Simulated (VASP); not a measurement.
Given:

```xyz
3
Lattice="3.7105 0.0000 0.0000 -1.8553 3.2134 0.0000 0.0000 0.0000 16.9473" Properties=species:S:1:pos:R:3 pbc="T T T"
Zr     0.0000     0.0000     8.4737
S      0.0000     2.1423     9.9473
S      1.8553     1.0711     7.0000
```

Calculation: PBE GGA, VASP's PBE PAW potentials (set 64) (plane waves; VASP). Numerical set-up: 300 eV cut-off, 8×8×1 Γ-centred mesh, Gaussian smearing of 0.27 eV, potentials Zr_sv S.

The cell holds a wide vacuum, so values per volume refer to the whole cell.

Question: Give the energies of bands 7 to 15 at the high-symmetry points, in eV from the valence-band maximum.

Answer: 
```json
[
 {"band": "7", "Γ": "-3.57", "M": "-4.04", "K": "-3.07"},
 {"band": "8", "Γ": "-2.48", "M": "-2.63", "K": "-3.07"},
 {"band": "9", "Γ": "-2.48", "M": "-2.28", "K": "-2.96"},
 {"band": "10", "Γ": "-0.77", "M": "-2.13", "K": "-1.74"},
 {"band": "11", "Γ": "0.00", "M": "-1.10", "K": "-1.74"},
 {"band": "12", "Γ": "0.00", "M": "-0.90", "K": "-1.50"},
 {"band": "13", "Γ": "1.68", "M": "1.16", "K": "2.38"},
 {"band": "14", "Γ": "1.68", "M": "3.29", "K": "3.08"},
 {"band": "15", "Γ": "2.53", "M": "3.57", "K": "3.08"}
]
```

The gap is indirect, 1.16 eV, from the valence maximum at Γ to the conduction minimum at M.

The cell is a sheet with vacuum, built from a generated structure.
